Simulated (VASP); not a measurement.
OSZICAR of a VASP run on GeSb2Te4 (space group R-3m):

OSZICAR:
```
       N       E                     dE             d eps       ncg     rms          rms(c)
DAV:   1     0.290289174272E+03    0.29029E+03   -0.14091E+04  2312   0.137E+03
DAV:   2     0.128228793212E+02   -0.27747E+03   -0.27040E+03  2500   0.323E+02
DAV:   3    -0.242011920105E+02   -0.37024E+02   -0.35400E+02  2728   0.107E+02
DAV:   4    -0.261097581956E+02   -0.19086E+01   -0.18633E+01  2608   0.257E+01
DAV:   5    -0.261912133967E+02   -0.81455E-01   -0.80823E-01  3208   0.509E+00    0.105E+01
DAV:   6    -0.259373466964E+02    0.25387E+00   -0.88014E-01  3152   0.477E+00    0.680E+00
DAV:   7    -0.259742576753E+02   -0.36911E-01   -0.57539E-01  2824   0.374E+00    0.282E+00
DAV:   8    -0.259517743641E+02    0.22483E-01   -0.17163E-01  2948   0.227E+00    0.768E-01
DAV:   9    -0.259455442777E+02    0.62301E-02   -0.30449E-02  2520   0.872E-01    0.433E-01
DAV:  10    -0.259458097793E+02   -0.26550E-03   -0.62932E-03  2676   0.332E-01    0.355E-01
DAV:  11    -0.259460394166E+02   -0.22964E-03   -0.81189E-04  2532   0.151E-01    0.150E-01
DAV:  12    -0.259461209797E+02   -0.81563E-04   -0.16817E-04  2692   0.728E-02    0.783E-02
DAV:  13    -0.259461209330E+02    0.46705E-07   -0.61298E-05  2744   0.342E-02    0.655E-02
DAV:  14    -0.259461209924E+02   -0.59395E-07   -0.10076E-05  2472   0.148E-02    0.255E-02
DAV:  15    -0.259461211002E+02   -0.10777E-06   -0.59466E-06  2296   0.116E-02
   1 F= -.25946121E+02 E0= -.25940523E+02  d E =-.111960E-01
```

### Question
Which electronic solver shows in the log?

### Answer
It is blocked Davidson (ALGO = Normal, or the opening steps of other solvers). The INCAR had ALGO = Normal.

### Question
Can the final energy be trusted as converged?

### Answer
Self-consistency was reached. It stopped with EDIFF = 1E-6, NELM = 100 (PBE GGA, plane waves, VASP's PBE PAW potentials (set 64)).

The structure was generated: GeSb2Te4 was put into an ordered model structure, which need not be its known phase. The cell was not relaxed at this level. The run is one of a series of settings (KPOINTS 5×5×5 Γ-centred mesh shifted by (0, 0, 0.5) against the base run), some of them coarse on purpose.
